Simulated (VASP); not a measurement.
Given:

```
CELL_PARAMETERS angstrom
      0.00000     3.24450     3.24450
      3.24450     0.00000     3.24450
      3.24450     3.24450     0.00000
ATOMIC_POSITIONS crystal
  Sn 0.00000 0.00000 0.00000
  Sn 0.25000 0.25000 0.25000
```

Calculation: PBE GGA, VASP's PBE PAW potentials (set 64) (plane waves; VASP). Run with 300 eV cut-off, 9×9×9 Γ-centred mesh, Fermi-Dirac smearing of 0.050 eV, potentials Sn_d.

At this cut-off the stress carries a Pulay error, which pulls relaxed volumes low. Energy and stress use the plane-wave basis of the starting cell.

Problem. The ions, cell shape and volume are relaxed. Give the cell that the relaxation ends in.

Solution. 
```
CELL_PARAMETERS angstrom
      0.00000     3.32145     3.32145
      3.32145     0.00000     3.32145
      3.32145     3.32145     0.00000
ATOMIC_POSITIONS crystal
  Sn 0.00000 0.00000 0.00000
  Sn 0.25000 0.25000 0.25000
```
Space group Fd-3m (227), at a tolerance of 0.03 Å.

Problem. How do energy and volume change from the first to the last step?

Solution. The energy (σ→0) changes by -20.6 meV/atom and the volume by +7.3 %, in 3 ionic steps.

| step | E(σ→0) (eV) | max force (eV/Å) | pressure (GPa) | volume (Å³) |
|---|---|---|---|---|
| 1 | -7.6387 | 0.000 | 2.89 | 68.31 |
| 2 | -7.6774 | 0.000 | -0.55 | 74.59 |
| 3 | -7.6798 | 0.000 | -0.01 | 73.28 |

The structure is a typed Sn crystal (Fd-3m). This run relaxes it. Symmetry was kept, so distortions that lower it aren't found. The run is one of a series of settings (EDIFFG = -0.01, IBRION = 2, ISIF = 3, NSW = 50 against the base run), some of them coarse on purpose.
